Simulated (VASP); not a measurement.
Level of theory: PBEsol GGA, VASP's PBE PAW potentials (set 64) (plane waves; VASP).

VASP input:

KPOINTS:
```
Regular mesh
0
Gamma
  6 6 7
0 0 0
```

**INCAR**
```
# general
SYSTEM =CoSn
PREC   =Accurate
ENCUT  =300   # plane-wave cut-off (eV)
LREAL  =F
LASPH  =T   # aspherical one-centre terms

# electronic loop
EDIFF  =1E-6
NELM   =100
ALGO   =Normal
LMAXMIX=4   # l cut-off of mixed one-centre charges

# smearing
ISMEAR =-1
SIGMA  =0.1

# functional
GGA    =PS

# ions
ISIF   =2   # forces and stress, cell fixed

# output
LWAVE  =F
LCHARG =F
```

POSCAR:
```
CoSn
5.2476140
  1.0000000000   0.0000000000   0.0000000000
 -0.5000000000   0.8660253974   0.0000000000
  0.0000000000   0.0000000000   0.7982382088
Co Sn
3 3
Direct
  0.0000000000   0.5000000000   0.0000000000
  0.5000000000   0.0000000000   0.0000000000
  0.5000000000   0.5000000000   0.0000000000
  0.6666670000   0.3333330000   0.5000000000
  0.3333330000   0.6666670000   0.5000000000
  0.0000000000   0.0000000000   0.0000000000
```

POTCAR, in this order: Co Sn_d (PBE.64 set). Program: vasp_std.

Output of the run:

OUTCAR:
```
 ion  position               nearest neighbor table
   1  0.000  0.500  0.000-   4 2.58   5 2.58   4 2.58   5 2.58   2 2.62   6 2.62   6 2.62   2 2.62
                             3 2.62   3 2.62
   2  0.500  0.000  0.000-   4 2.58   5 2.58   4 2.58   5 2.58   1 2.62   3 2.62   3 2.62   1 2.62
                             6 2.62   6 2.62
   3  0.500  0.500  0.000-   4 2.58   5 2.58   4 2.58   5 2.58   2 2.62   6 2.62   2 2.62   6 2.62
                             1 2.62   1 2.62
   4  0.667  0.333  0.500-   2 2.58   2 2.58   1 2.58   1 2.58   3 2.58   3 2.58   5 3.03   5 3.03
                             5 3.03   6 3.68   6 3.68   6 3.68   6 3.68   6 3.68   6 3.68
   5  0.333  0.667  0.500-   2 2.58   2 2.58   1 2.58   1 2.58   3 2.58   3 2.58   4 3.03   4 3.03
                             4 3.03   6 3.68   6 3.68   6 3.68   6 3.68   6 3.68   6 3.68
   6  0.000  0.000  0.000-   1 2.62   3 2.62   1 2.62   3 2.62   2 2.62   2 2.62   5 3.68   4 3.68
                             5 3.68   4 3.68   4 3.68   4 3.68   5 3.68   5 3.68   4 3.68   5 3.68
  LATTYP: Found a hexagonal cell.
 ALAT       =     5.2476140000
 C/A-ratio  =     0.7982382088
 Subroutine PRICEL returns:
 Original cell was already a primitive cell.
 Subroutine GETGRP returns: Found 24 space group operations
The static configuration has the point symmetry D_6h.
The dynamic configuration has the point symmetry D_6h.
 Subroutine INISYM returns: Found 24 space group operations
 Subroutine IBZKPT returns following result:
 Found     28 irreducible k-points:

 Following reciprocal coordinates:
            Coordinates               Weight
  0.000000  0.000000  0.000000      1.000000
  0.166667  0.000000  0.000000      6.000000
  0.333333  0.000000  0.000000      6.000000
  0.500000  0.000000  0.000000      3.000000
  0.166667  0.166667  0.000000      6.000000
  0.333333  0.166667  0.000000     12.000000
  0.333333  0.333333  0.000000      2.000000
  0.000000  0.000000  0.142857      2.000000
  0.166667  0.000000  0.142857     12.000000
  0.333333  0.000000  0.142857     12.000000
  0.500000  0.000000  0.142857      6.000000
  0.166667  0.166667  0.142857     12.000000
  0.333333  0.166667  0.142857     24.000000
...
```

**OSZICAR**
```
       N       E                     dE             d eps       ncg     rms          rms(c)
DAV:   1     0.570189675840E+03    0.57019E+03   -0.23065E+04  2376   0.192E+03
DAV:   2     0.423397392723E+02   -0.52785E+03   -0.51628E+03  2296   0.516E+02
DAV:   3    -0.367975426482E+02   -0.79137E+02   -0.77540E+02  2409   0.197E+02
DAV:   4    -0.400331572237E+02   -0.32356E+01   -0.32114E+01  2711   0.460E+01
DAV:   5    -0.401298351381E+02   -0.96678E-01   -0.96617E-01  3286   0.687E+00    0.160E+01
DAV:   6    -0.424088193372E+02   -0.22790E+01   -0.45162E+01  2701   0.587E+01    0.179E+01
DAV:   7    -0.372479531444E+02    0.51609E+01   -0.23902E+01  2649   0.446E+01    0.533E+00
DAV:   8    -0.370692341646E+02    0.17872E+00   -0.19126E+00  2490   0.857E+00    0.177E+00
DAV:   9    -0.370338083139E+02    0.35426E-01   -0.21727E-01  2798   0.509E+00    0.689E-01
DAV:  10    -0.370328762097E+02    0.93210E-03   -0.15244E-02  2667   0.105E+00    0.486E-01
DAV:  11    -0.370306697380E+02    0.22065E-02   -0.27229E-03  3031   0.517E-01    0.150E-01
DAV:  12    -0.370306326434E+02    0.37095E-04   -0.42235E-04  2993   0.167E-01    0.373E-02
DAV:  13    -0.370306382331E+02   -0.55896E-05   -0.53330E-05  2774   0.731E-02    0.117E-02
DAV:  14    -0.370306377727E+02    0.46040E-06   -0.24076E-06  2224   0.142E-02
   1 F= -.37030638E+02 E0= -.36963811E+02  d E =-.133653E+00
```

OUTCAR:
```
------------------------ aborting loop because EDIFF is reached ----------------------------------------
  FORCE on cell =-STRESS in cart. coord.  units (eV):
  Direction    XX          YY          ZZ          XY          YZ          ZX
  --------------------------------------------------------------------------------------
  Total       -1.6570624     -1.6570624     -1.2013790      0.0000000      0.0000000      0.0000000
  in kB      -26.5766763    -26.5766759    -19.2682308      0.0000000      0.0000000      0.0000000
  external PRESSURE =     -24.1405277 kB  Pullay stress =       0.0000000 kB
  volume of cell :       99.90
      direct lattice vectors                 reciprocal lattice vectors
     5.247614000  0.000000000  0.000000000     0.190562797  0.110021483  0.000000000
    -2.623807000  4.544567000  0.000000000     0.000000000  0.220042966  0.000000000
     0.000000000  0.000000000  4.188846000     0.000000000  0.000000000  0.238729235
 POSITION                                       TOTAL-FORCE (eV/Angst)
 -----------------------------------------------------------------------------------
     -1.31190      2.27228      0.00000        -0.000000      0.000000      0.000000
      2.62381      0.00000      0.00000        -0.000000      0.000000      0.000000
      1.31190      2.27228      0.00000        -0.000000      0.000000      0.000000
      2.62381      1.51485      2.09442        -0.000000      0.000000      0.000000
     -0.00000      3.02971      2.09442         0.000000     -0.000000      0.000000
      0.00000      0.00000      0.00000        -0.000000      0.000000      0.000000
 -----------------------------------------------------------------------------------
    total drift:                                0.000000      0.000000      0.000000
  FREE ENERGIE OF THE ION-ELECTRON SYSTEM (eV)
  ---------------------------------------------------
  free  energy   TOTEN  =       -37.0306377727 eV

  energy  without entropy=      -36.8969849433  energy(sigma->0) =      -36.96381136
```
(Selected blocks of OUTCAR.)

At this cut-off the stress carries a Pulay error, which pulls relaxed volumes low.

The structure comes from a computed database's CoSn entry; how it stands against other phases isn't given here. The cell was not relaxed at this level. The run is one of a series of settings (GGA = PS against the base run), some of them coarse on purpose. The run is not spin-polarised, so no magnetic state was tried. The electron count is odd and the run is not spin-polarised, which forces a metal.
